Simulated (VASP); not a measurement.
```xyz
4
Lattice="4.0596 0.0000 0.0000 0.0000 4.0596 0.0000 0.0000 0.0000 5.1204" Properties=species:S:1:pos:R:3 pbc="T T T"
Pb     2.0298     0.0000     3.9171
Pb     0.0000     2.0298     1.2033
O      2.0298     2.0298     0.0000
O      0.0000     0.0000     0.0000
```

The numbers are results of PBE GGA, VASP's PBE PAW potentials (set 64) (plane waves; VASP), not measurements. Run with 520 eV cut-off, 5×5×4 Γ-centred mesh, Gaussian smearing of 0.050 eV, potentials Pb_d O.

Give the force on each atom (eV/Å).

```json
[
 {"atom": "Pb1", "Fx": "0.000", "Fy": "0.000", "Fz": "0.300"},
 {"atom": "Pb2", "Fx": "0.000", "Fy": "0.000", "Fz": "-0.300"},
 {"atom": "O3", "Fx": "0.000", "Fy": "0.000", "Fz": "0.000"},
 {"atom": "O4", "Fx": "0.000", "Fy": "0.000", "Fz": "0.000"}
]
```

Give the stress tensor in GPa (positive for a compressed cell).

```
-0.17   0.00   0.00
 0.00  -0.17   0.00
 0.00   0.00  -0.20
```
The pressure is its mean diagonal, -0.18 GPa.

The compound is PbO in the litharge structure. The cell was not relaxed at this level.
